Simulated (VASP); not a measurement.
# Converging a slab model of Ta(111), part 6 of 6

Wanted: the error that each setting leaves in the work function or ionisation potential of Ta(111).

VASP 6.6.1, plane waves and PAW; the level of theory is named at each step.

So far, highest filled level below the vacuum (eV): step 2 (the base run, PBE) 3.48; step 12 (a lower cutoff, ENCUT 280, PBE) 3.48; step 13 (another smearing width, SIGMA 0.02, PBE) 3.47; step 14 (another smearing width, SIGMA 0.4, PBE) 3.49; step 16 (another level, functional LDA, disp none) 3.75.

## 20. Another level, functional r2SCAN, disp none

This step: r2SCAN; plane waves and PAW (Ta) (VASP 6.6.1).

INCAR

```
SYSTEM = Ta
PREC = Normal
ENCUT = 350
EDIFF = 1E-06
NELM = 120
ISMEAR = 1
SIGMA = 0.1
LREAL = .FALSE.
ALGO = Normal
METAGGA = R2SCAN
LASPH = .TRUE.
NBANDS = 38
LORBIT = 11
LWAVE = .FALSE.
LCHARG = .FALSE.
KPAR = 4
IDIPOL = 3
LDIPOL = .TRUE.
DIPOL = 0.5 0.5 0.5
LVHAR = .TRUE.
LVACPOTAV = .TRUE.
```

POSCAR

```
Ta
1.0
    4.6810468915      0.0000000000      0.0000000000
    2.3405234457      4.0539055243      0.0000000000
    0.0000000000      0.0000000000     27.5551469551
Ta
11
Direct
    0.6666666667      0.6666666667      0.3266177464
    0.0000000000      0.0000000000      0.3612941971
    0.3333333333      0.3333333333      0.3959706478
    0.6666666667      0.6666666667      0.4306470986
    0.0000000000      0.0000000000      0.4653235493
    0.3333333333      0.3333333333      0.5000000000
    0.6666666667      0.6666666667      0.5346764507
    0.0000000000      0.0000000000      0.5693529014
    0.3333333333      0.3333333333      0.6040293522
    0.6666666667      0.6666666667      0.6387058029
    0.0000000000      0.0000000000      0.6733822536
```

KPOINTS

```
Automatic mesh
0
Gamma
6 6 1
0 0 0
```

Potentials, in the order of the species: Ta (PBE family, release 64).

The run is started by

```console
$ mpirun -np 4 vasp_std
```

The log of the run:

```text
[banner, memory and clock lines left out]
running    4 mpi-ranks, on    1 nodes
[...]
[... a notice as in an earlier step ...]

 LDA part: xc-table for (None), standard interpolation
 POSCAR, INCAR and KPOINTS ok, starting setup
[...]
entering main loop
       N       E                     dE             d eps       ncg     rms          rms(c)
DAV:   1    -0.209813353592E+03   -0.20981E+03   -0.15534E+04   532   0.818E+02
DAV:   2    -0.493985753834E+03   -0.28417E+03   -0.26706E+03   754   0.164E+02
DAV:   3    -0.530115033065E+03   -0.36129E+02   -0.34467E+02   654   0.633E+01
DAV:   4    -0.533061366485E+03   -0.29463E+01   -0.28917E+01   904   0.160E+01
[...]
DAV:  30    -0.526685939174E+03   -0.29036E-05   -0.61044E-07   448   0.555E-03    0.736E-04
DAV:  31    -0.526685943519E+03   -0.43455E-05   -0.58128E-07   456   0.551E-03    0.580E-04
DAV:  32    -0.526685944054E+03   -0.53486E-06   -0.37379E-07   432   0.436E-03
 [... a notice as in an earlier step ...]

   1 F= -.52668594E+03 E0= -.52668499E+03  d E =-.286373E-02
```

Wall time 3.2 min (4 MPI ranks of Intel Xeon Platinum 8488C (Sapphire Rapids), shared host); peak memory 1.2 GiB.

Parts of OUTCAR (step 20):

```text
  Total      -15.5496061    -15.5496061    -15.9134997      0.0000000     -0.0000000      0.0000000
  in kB      -47.6442645    -47.6442645    -48.7592409      0.0000000     -0.0000000      0.0000000
  external PRESSURE =     -48.0159233 kB  Pullay stress =       0.0000000 kB

 POSITION                                       TOTAL-FORCE (eV/Angst)
 -----------------------------------------------------------------------------------
      4.68105      2.70260      9.00000        -0.000000      0.000000      2.472548
      0.00000      0.00000      9.95551        -0.000000      0.000000      0.323500
      2.34052      1.35130     10.91103        -0.000000     -0.000000     -1.129912
      4.68105      2.70260     11.86654        -0.000000     -0.000000     -0.786340
      0.00000      0.00000     12.82206        -0.000000     -0.000000     -0.519403
      2.34052      1.35130     13.77757        -0.000000      0.000000     -0.000000
      4.68105      2.70260     14.73309         0.000000     -0.000000      0.519403
      0.00000      0.00000     15.68860         0.000000      0.000000      0.786340
      2.34052      1.35130     16.64412         0.000000      0.000000      1.129912
      4.68105      2.70260     17.59963         0.000000     -0.000000     -0.323500
      0.00000      0.00000     18.55515         0.000000     -0.000000     -2.472548
 -----------------------------------------------------------------------------------
    total drift:                               -0.000000     -0.000000     -0.000000

  FREE ENERGIE OF THE ION-ELECTRON SYSTEM (eV)
  ---------------------------------------------------
  free  energy   TOTEN  =      -526.6859440539 eV

  energy  without entropy=     -526.6830803199  energy(sigma->0) =     -526.68498948

[... 2 parts as in an earlier step ...]

[... 1 further part left out ...]
[key lines of the parts left out:]
E-fermi :   0.0723
```

Against the base run its depth below the vacuum changes by -0.04 eV.

## 21. The series together

Times are for 4 MPI ranks of Intel Xeon Platinum 8488C (Sapphire Rapids), shared host. The runs compared:

```csv
no.,functional,highest filled level below the vacuum (eV),time,memory (GiB)
1,LDA,3.753,73 s,1
2,PBEsol,3.551,88 s,1.2
3,RPBE,3.329,85 s,1.2
4,optB88-vdW,3.776,7.9 min,2.7
5,r2SCAN,3.440,3.2 min,1.2
```

## 22. All runs together

This step: slab, study of settings, base PBE; plane waves and PAW (VASP 6.6.1).

Derived from the runs above.

This step gave:

- highest filled level below the vacuum: 3.476 eV

Energies of other functionals are not comparable and are left out. All runs:

```csv
change from the base run,level below the vacuum (eV),shift (eV),energy change (meV/atom),core seconds
base,3.476,0,0,392
mesh 3 x 3,3.512,0.037,5.7,172
mesh 3 x 3,3.512,0.037,5.7,176
mesh 9 x 9,3.433,-0.043,-3.2,456
vacuum 5 A,-,-,-14.7,120
vacuum 8 A,-,-,-0.2,156
vacuum 24 A,3.475,-0.001,0,432
cutoff 210 eV,3.484,0.008,-3.4,180
cutoff 280 eV,3.475,0,2.3,224
smearing 0.02 eV,3.473,-0.002,0.2,304
smearing 0.4 eV,3.493,0.017,-3,304
LDA,3.753,0.278,-,292
PBEsol,3.551,0.075,-,352
RPBE,3.329,-0.147,-,340
optB88-vdW,3.776,0.301,-,1900
r2SCAN,3.44,-0.036,-,776
```

## 23. Summary of results

| Quantity | Value |
| --- | --- |
| highest filled level below the vacuum | 3.48 eV |

The base run puts the highest filled level 3.48 eV below the vacuum at the upper face. Among the meshes tried the largest shift is -0.04 eV (mesh 9 x 9, at 1.2 times the cost). The vacuum widths shift it by about 0.01 eV or less. The lower cutoffs shift it by about 0.01 eV or less. Among the smearing widths the largest shift is 0.02 eV (smearing 0.4 eV, at 0.78 times the cost). With vacuum 5 A and vacuum 8 A the program printed no vacuum level, so no level is given there, and the line on vacuum widths holds for the others alone. The densest mesh still moves the level by -0.04 eV, so the base mesh is converged no better than that. The functionals span 0.45 eV, from RPBE to optB88-vdW. Where the program printed no vacuum level, the number is read from the planar average about a third of the way across the gap. The program warns that it found no field-free region at its default tolerance, also in runs whose level could not be checked against a flat part of the potential; that adds doubt to those levels. The thickness of the slab was not varied, and the small cell can't reconstruct. Costs come from a shared host, and the base run also writes a finer density of states, so small ratios mean little. All runs hold the atoms as cut and share one family of PAW data sets, so relaxation and each functional's own lattice are left out.

[Lines on the potential files, build, host, timing and source positions are cut from VASP's logs without a mark.]

[Logs are printed without paths, hosts, clocks, repeated set-up lines and the standing remarks that a program may print on its own settings, such as how far it seeks lower states.]

[Hosts, paths, dates, database ids (printed as entryN), source tags and the programs' standing remarks are cut or masked in the printed files.]

[In band tables of VASP the shares of atoms and orbitals are scaled to a sum of 1 inside the atoms' spheres.]

[Runs that stopped without an error message from VASP are left out.]
